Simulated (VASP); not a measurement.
Method: PBE GGA, VASP's PBE PAW potentials (set 64) (plane waves; VASP).

A VASP calculation is set up with these files.

**KPOINTS**
```
Automatic mesh
0
Gamma
1 1 1
0 0 0
```

INCAR:
```
SYSTEM = CrC31Si31
PREC = Normal; ENCUT = 400; LREAL = Auto
LASPH = .TRUE.; ISYM = 0
EDIFF = 1E-6; NELM = 100; NELMIN = 4
ALGO = Fast; LMAXMIX = 4
ISMEAR = 0; SIGMA = 0.05
GGA = PE
ISPIN = 2; MAGMOM = 63*0.0317; NUPDOWN = 2
LWAVE = .TRUE.; LCHARG = .FALSE.; LORBIT = 11
LHYPERFINE = .TRUE.
```

File POSCAR:
```
CrC31Si31
8.7583310
  1.0000000497   0.0000000000   0.0000000000
  0.0000000000   1.0000000497   0.0000000000
  0.0000000000   0.0000000000   1.0000000497
Si C Cr
31 31 1
direct
  0.4981331663   0.0008124338   0.0005405396
  0.7501174001   0.2498394169   0.9996331923
  0.7501118409   0.9998982927   0.2496091596
  0.9994032209   0.0006636213   0.0003249334
  0.2492736140   0.2481474784   0.9996774460
  0.4989698964   0.5011228508   0.9990323238
  0.7519413580   0.7509242509   0.9995414968
  0.2492557370   0.0000895506   0.2479071849
  0.4928672930   0.2432464930   0.2430233617
  0.7574570816   0.5078351037   0.2421997389
  0.4989066036   0.9993810496   0.5007506181
  0.7567089232   0.2432211936   0.5067560000
  0.7517863698   0.0001352739   0.7503597104
  0.9993752511   0.5019489988   0.0003317026
  0.2503487172   0.7497634729   0.0002923252
  0.0000747935   0.2498911448   0.2495270149
  0.2494388909   0.5013135366   0.2493361111
  0.4986572937   0.7506026341   0.2494158063
  0.9991159040   0.0008484681   0.5015433786
  0.2494080849   0.2497076495   0.5009594689
  0.7502749727   0.7505078308   0.5009685368
  0.2502448121   0.0006588935   0.7493715146
  0.4986676050   0.2497079233   0.7502762149
  0.7503415316   0.5012347761   0.7502281981
  0.0001090500   0.7508883919   0.2478328061
  0.0006496263   0.5010261865   0.5007201522
  0.2516128724   0.7483802331   0.5024693749
  0.9999201646   0.2481470369   0.7503833652
  0.2516060556   0.5028265752   0.7480138527
  0.4972087345   0.7483866096   0.7479592359
  0.9993405419   0.7497499637   0.7493055054
  0.6257252846   0.1260814950   0.1258346040
  0.8740900323   0.3743370750   0.1255483823
  0.8739235963   0.1260826233   0.3739119462
  0.1242031504   0.1252022006   0.1248937307
  0.3752771788   0.3764812711   0.1252233719
  0.6235918973   0.6250040949   0.1250733720
  0.8748494325   0.8758726192   0.1248789077
  0.3752133418   0.1255090009   0.3761536544
  0.8746050720   0.6248697479   0.3761157127
  0.6234764616   0.1255760524   0.6244298976
  0.8744420712   0.3764380777   0.6243629254
  0.8747774659   0.1252028725   0.8754869942
  0.1240969300   0.6255464569   0.1243387032
  0.3745071334   0.8760143249   0.1244100082
  0.1247713403   0.3751392253   0.3747171713
  0.3703707453   0.6295906408   0.3706522108
  0.6248617413   0.8751628718   0.3748403443
  0.1239516508   0.1246975868   0.6251284577
  0.3702884367   0.3709345253   0.6293563044
  0.6290883753   0.6295466278   0.6292736187
  0.8752353746   0.8760264823   0.6251076943
  0.3745042010   0.1246317968   0.8756772662
  0.6249172610   0.3750992241   0.8748933439
  0.8753602840   0.6255244481   0.8755923168
  0.1239405130   0.8761454267   0.3760126137
  0.1240462768   0.6254676454   0.6251108007
  0.3744760449   0.8759520455   0.6251206080
  0.1239741560   0.3762794660   0.8756351166
  0.3745254091   0.6255055098   0.8755492946
  0.6237149213   0.8761599926   0.8756610434
  0.1245048967   0.8754861044   0.8751376794
  0.5007469167   0.4990271337   0.4989086348
```

POTCAR, in this order: Si C Cr_pv (PBE.64 set). Program: vasp_gam. Read from the step before: WAVECAR.

The run wrote:

### OSZICAR
```
       N       E                     dE             d eps       ncg     rms          rms(c)
DAV:   1    -0.469046498275E+03   -0.46905E+03   -0.99545E-04   856   0.850E-02    0.126E-01
RMM:   2    -0.469047398097E+03   -0.89982E-03   -0.28552E-03   754   0.999E-02    0.345E-01
RMM:   3    -0.469046312867E+03    0.10852E-02   -0.96556E-04   697   0.731E-02    0.172E-02
RMM:   4    -0.469046319753E+03   -0.68858E-05   -0.43824E-05   648   0.101E-02    0.444E-03
RMM:   5    -0.469046320601E+03   -0.84889E-06   -0.65176E-06   612   0.439E-03
   1 F= -.46904632E+03 E0= -.46904627E+03  d E =-.912508E-04  mag=     2.0000
```

**OUTCAR**
```
------------------------ aborting loop because EDIFF is reached ----------------------------------------
  FORCE on cell =-STRESS in cart. coord.  units (eV):
  Direction    XX          YY          ZZ          XY          YZ          ZX
  --------------------------------------------------------------------------------------
  Total       -4.0556753     -4.0108199     -4.0397081     -1.6392445      1.6529438     -1.7930155
  in kB       -9.6718519     -9.5648820     -9.6337738     -3.9092207      3.9418904     -4.2759290
  external PRESSURE =      -9.6235025 kB  Pullay stress =       0.0000000 kB
  volume of cell :      671.84
      direct lattice vectors                 reciprocal lattice vectors
     8.758331436  0.000000000  0.000000000     0.114176999  0.000000000  0.000000000
     0.000000000  8.758331436  0.000000000     0.000000000  0.114176999  0.000000000
     0.000000000  0.000000000  8.758331436     0.000000000  0.000000000  0.114176999
 POSITION                                       TOTAL-FORCE (eV/Angst)
 -----------------------------------------------------------------------------------
      4.36282      0.00712      0.00473        -0.005576     -0.001460     -0.007986
      6.56978      2.18818      8.75512        -0.001198      0.006364     -0.002110
      6.56973      8.75744      2.18616        -0.001653      0.001184     -0.000435
      8.75310      0.00581      0.00285        -0.000884      0.001549     -0.005282
      2.18322      2.17336      8.75551        -0.000818      0.007953      0.000075
      4.37014      4.38900      8.74986        -0.000641     -0.002975     -0.004598
      6.58575      6.57684      8.75432        -0.010788     -0.006124      0.001964
      2.18306      0.00078      2.17125        -0.002850     -0.001228     -0.002191
      4.31670      2.13043      2.12848         0.001262     -0.000236     -0.003323
      6.63406      4.44779      2.12127        -0.011381     -0.010841      0.007534
      4.36959      8.75291      4.38574         0.003801     -0.006175      0.000356
      6.62751      2.13021      4.43834        -0.001327     -0.002245      0.007274
      6.58439      0.00118      6.57190        -0.000204     -0.005746      0.006322
      8.75286      4.39624      0.00291        -0.002419      0.008385      0.000731
      2.19264      6.56668      0.00256        -0.001982     -0.004369     -0.000330
      0.00066      2.18863      2.18544         0.003486      0.000770      0.002220
      2.18467      4.39067      2.18377         0.003081      0.003508      0.000660
      4.36741      6.57403      2.18447         0.002881     -0.003351     -0.005067
      8.75059      0.00743      4.39268         0.009900     -0.003334      0.004803
      2.18440      2.18702      4.38757        -0.000422      0.000265     -0.004132
      6.57116      6.57320      4.38765        -0.001224     -0.000593     -0.004008
      2.19173      0.00577      6.56324         0.003704     -0.000246      0.000906
      4.36750      2.18702      6.57117         0.006421     -0.003028      0.001159
      6.57174      4.38998      6.57075        -0.003119      0.006478     -0.000089
      0.00096      6.57653      2.17060        -0.001649     -0.004395      0.002594
      0.00569      4.38815      4.38547         0.003763      0.003713     -0.003058
      2.20371      6.55456      4.40079         0.000834     -0.002913      0.008220
      8.75763      2.17335      6.57211         0.004347      0.004561      0.004511
      2.20365      4.40392      6.55135         0.001927      0.014142     -0.002516
      4.35472      6.55462      6.55087        -0.010179     -0.002939      0.001697
      8.75256      6.56656      6.56267         0.001496     -0.003882      0.002289
      5.48031      1.10426      1.10210         0.001421     -0.004272     -0.007720
      7.65557      3.27857      1.09959         0.003117     -0.006987     -0.001757
      7.65411      1.10427      3.27484         0.001893     -0.002598      0.001907
      1.08781      1.09656      1.09386         0.003237      0.006640     -0.001423
      3.28680      3.29735      1.09675         0.003746     -0.004573     -0.006879
      5.46162      5.47399      1.09543        -0.001589     -0.009308     -0.002305
      7.66222      7.67118      1.09373        -0.002541     -0.003157     -0.000161
      3.28624      1.09925      3.29448         0.001871      0.001272      0.000144
      7.66008      5.47282      3.29415         0.001894     -0.000567     -0.002023
      5.46061      1.09984      5.46896         0.005797     -0.003591     -0.004366
      7.65865      3.29697      5.46838         0.004655     -0.003604      0.000813
      7.66159      1.09657      7.66781        -0.002034      0.005708     -0.003642
      1.08688      5.47874      1.08900        -0.002653      0.003372     -0.000283
      3.28006      7.67242      1.08962        -0.003652      0.002265      0.001255
      1.09279      3.28559      3.28190        -0.002802     -0.004340      0.001712
      3.24383      5.51416      3.24629         0.007622     -0.004378      0.002170
      5.47275      7.66497      3.28298         0.001350      0.008659     -0.004629
      1.08561      1.09214      5.47508         0.005415      0.001880      0.006143
      3.24311      3.24877      5.51211         0.009875      0.006683     -0.007117
      5.50976      5.51378      5.51139        -0.010548     -0.008100     -0.004957
      7.66560      7.67253      5.47490         0.000428      0.000139      0.005906
      3.28003      1.09157      7.66947        -0.004644      0.006493     -0.002962
      5.47323      3.28524      7.66261        -0.002642     -0.000898      0.007051
      7.66670      5.47855      7.66873        -0.001577      0.003528      0.000041
      1.08551      7.67357      3.29324         0.006964     -0.006252      0.001250
      1.08644      5.47805      5.47493        -0.004649      0.005112      0.001027
      3.27979      7.67188      5.47501         0.002534      0.001013      0.002667
      1.08581      3.29558      7.66910         0.003210      0.004991      0.003694
      3.28022      5.47838      7.66835         0.000584      0.003153      0.007794
      5.46270      7.67370      7.66933        -0.007875     -0.006162     -0.000846
      1.09046      7.66780      7.66475         0.004060     -0.000816     -0.008278
      4.38571      4.37065      4.36961        -0.011057      0.015905      0.007582
 -----------------------------------------------------------------------------------
    total drift:                               -0.090625      0.083927      0.051158
  FREE ENERGIE OF THE ION-ELECTRON SYSTEM (eV)
  ---------------------------------------------------
  free  energy   TOTEN  =      -469.0463206014 eV

  energy  without entropy=     -469.0462293506  energy(sigma->0) =     -469.04627498

 total charge

# of ion       s       p       d       tot
------------------------------------------
    1        0.700   0.961   0.000   1.660
    2        0.698   0.963   0.000   1.661
    3        0.698   0.963   0.000   1.661
    4        0.696   0.965   0.000   1.661
    5        0.700   0.954   0.000   1.653
    6        0.697   0.965   0.000   1.662
    7        0.700   0.954   0.000   1.654
    8        0.700   0.954   0.000   1.654
    9        0.726   0.911   0.000   1.637
   10        0.726   0.912   0.000   1.639
   11        0.697   0.966   0.000   1.663
   12        0.726   0.911   0.000   1.637
   13        0.700   0.954   0.000   1.654
   14        0.700   0.961   0.000   1.660
   15        0.697   0.962   0.000   1.659
   16        0.698   0.963   0.000   1.661
   17        0.698   0.964   0.000   1.662
   18        0.698   0.964   0.000   1.662
   19        0.700   0.961   0.000   1.661
   20        0.698   0.964   0.000   1.661
   21        0.698   0.964   0.000   1.662
...
```
(Selected blocks of OUTCAR.)

At this cut-off the stress carries a Pulay error, which pulls relaxed volumes low.  The supercell is sampled at Γ alone, which is coarse: total energies, pressure and levels can be off, energies of defects by several tenths of an eV.

The cell is a supercell with a defect, built from SiC (zinc blende): Cr_Si-vac_C.
